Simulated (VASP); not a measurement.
Elastic constants (GPa) of a crystal from PBEsol GGA, VASP's PBE PAW potentials (set 64) (VASP):

|  | xx | yy | zz | yz | xz | xy |
|---|---|---|---|---|---|---|
| xx | 1068.0 | 139.1 | 139.1 | 0.0 | 0.0 | 0.0 |
| yy | 139.1 | 1068.0 | 139.1 | 0.0 | 0.0 | 0.0 |
| zz | 139.1 | 139.1 | 1068.0 | 0.0 | 0.0 | 0.0 |
| yz | 0.0 | 0.0 | 0.0 | 573.5 | 0.0 | 0.0 |
| xz | 0.0 | 0.0 | 0.0 | 0.0 | 573.5 | 0.0 |
| xy | 0.0 | 0.0 | 0.0 | 0.0 | 0.0 | 573.5 |

**Question.** Work out the Voigt, Reuss and Hill moduli, Young's modulus and Poisson's ratio.

**Answer.** All eigenvalues are positive (smallest 573.5 GPa), so the crystal is stable. K_V = (C11+C22+C33+2(C12+C13+C23))/9 = (3204.0 + 2×417.3)/9 = 448.7 GPa; G_V = (3204.0 − 417.3 + 3×1720.5)/15 = 529.9 GPa. From the compliances, K_R = 448.7 GPa and G_R = 524.3 GPa. Hill: K = 448.7 GPa, G = 527.1 GPa, E = 9KG/(3K+G) = 1136.3 GPa, ν = (3K−2G)/(2(3K+G)) = 0.078. K/G = 0.85, below Pugh's 1.75; universal anisotropy A^U = 0.05.

**Question.** With a density of 3.55 g/cm³, what are the mean sound speeds?

**Answer.** v_l = √((K+4G/3)/ρ) = 18.02 km/s and v_t = √(G/ρ) = 12.19 km/s. The crystal is C (diamond), cubic.

The compound is C in the diamond structure. It was relaxed first.
